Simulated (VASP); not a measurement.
Computed with LDA (Ceperley-Alder, Perdew-Zunger), VASP's LDA PAW potentials (set 64) (plane waves; VASP).

A VASP calculation is set up with these files.

**INCAR**
```
LASPH  =  T
PREC  =  Accurate
ISMEAR  =  -5   # tetrahedra, Bloechl
ISIF  =  2
ALGO  =  Normal
SYSTEM  =  As
ENCUT  =  400
LREAL  =  F   # projection in real space or not
LORBIT  =  11   # lm-projected
LMAXMIX  =  4
EDIFF  =  1E-7   # SCF stop (eV)
LWAVE  =  F
NEDOS  =  601   # DOS grid
LCHARG  =  T
NELM  =  100   # most electronic steps
```

POSCAR:
```
As
3.9762820
  0.8806064106  -0.4736302155  -0.0143803784
  0.8806064106   0.4736302155  -0.0143803784
  0.6386670301   0.0000000000   0.7694831716
As
2
Direct
  0.2307430343   0.2307430343   0.2307430343
  0.7692569657   0.7692569657   0.7692569657
```

File KPOINTS:
```
K-points
0
gamma
  13 13 13
```

POTCAR, in this order: As (LDA.64 set). Program: vasp_std.

Output

### OSZICAR
```
       N       E                     dE             d eps       ncg     rms          rms(c)
DAV:   1     0.237962785717E+02    0.23796E+02   -0.37723E+03  4166   0.753E+02
DAV:   2    -0.983386574003E+01   -0.33630E+02   -0.32939E+02  6446   0.114E+02
DAV:   3    -0.108205001467E+02   -0.98663E+00   -0.98466E+00  4875   0.233E+01
DAV:   4    -0.108258096022E+02   -0.53095E-02   -0.53095E-02  5172   0.168E+00
DAV:   5    -0.108258227791E+02   -0.13177E-04   -0.13172E-04  4766   0.765E-02    0.364E+00
DAV:   6    -0.107983310751E+02    0.27492E-01   -0.79855E-03  4603   0.585E-01    0.215E+00
DAV:   7    -0.107838219083E+02    0.14509E-01   -0.15769E-02  4549   0.841E-01    0.702E-02
DAV:   8    -0.107838063153E+02    0.15593E-04   -0.29983E-04  4300   0.138E-01    0.211E-02
DAV:   9    -0.107838103749E+02   -0.40597E-05   -0.23293E-05  4872   0.346E-02    0.915E-03
DAV:  10    -0.107838091283E+02    0.12467E-05   -0.20285E-06  4789   0.918E-03    0.276E-03
DAV:  11    -0.107838091901E+02   -0.61793E-07   -0.18234E-07  3641   0.327E-03
   1 F= -.10783809E+02 E0= -.10783809E+02  d E =0.000000E+00
```

File OUTCAR:
```
------------------------ aborting loop because EDIFF is reached ----------------------------------------
  FORCE on cell =-STRESS in cart. coord.  units (eV):
  Direction    XX          YY          ZZ          XY          YZ          ZX
  --------------------------------------------------------------------------------------
  Total       -0.0219992      0.0132165      0.0098617      0.0000000      0.0000000     -0.0108693
  in kB       -0.8617643      0.5177239      0.3863074      0.0000000      0.0000000     -0.4257788
  external PRESSURE =       0.0140890 kB  Pullay stress =       0.0000000 kB
  volume of cell :       40.90
      direct lattice vectors                 reciprocal lattice vectors
     3.501539419 -1.883287300 -0.057180440     0.140884800 -0.265493215 -0.116933652
     3.501539419  1.883287300 -0.057180440     0.140884800  0.265493215 -0.116933652
     2.539520216  0.000000000  3.059682085     0.005265812  0.000000000  0.322460745
 POSITION                                       TOTAL-FORCE (eV/Angst)
 -----------------------------------------------------------------------------------
      2.20189      0.00000      0.67961         0.013643      0.000000      0.004211
      7.34071      0.00000      2.26571        -0.013643      0.000000     -0.004211
 -----------------------------------------------------------------------------------
    total drift:                               -0.000000     -0.000000     -0.000000
  FREE ENERGIE OF THE ION-ELECTRON SYSTEM (eV)
  ---------------------------------------------------
  free  energy   TOTEN  =       -10.7838091901 eV

  energy  without entropy=      -10.7838091901  energy(sigma->0) =      -10.78380919

 total charge

# of ion       s       p       d       tot
------------------------------------------
    1        1.307   1.367   0.053   2.727
    2        1.307   1.367   0.053   2.727
--------------------------------------------------
tot          2.615   2.734   0.106   5.454
```
(Selected blocks of OUTCAR.)

For a metal the tetrahedron method with Blöchl corrections gives inexact stress and forces.

The compound is As in the a7 structure. It was relaxed first, which changed the volume by -5 %.
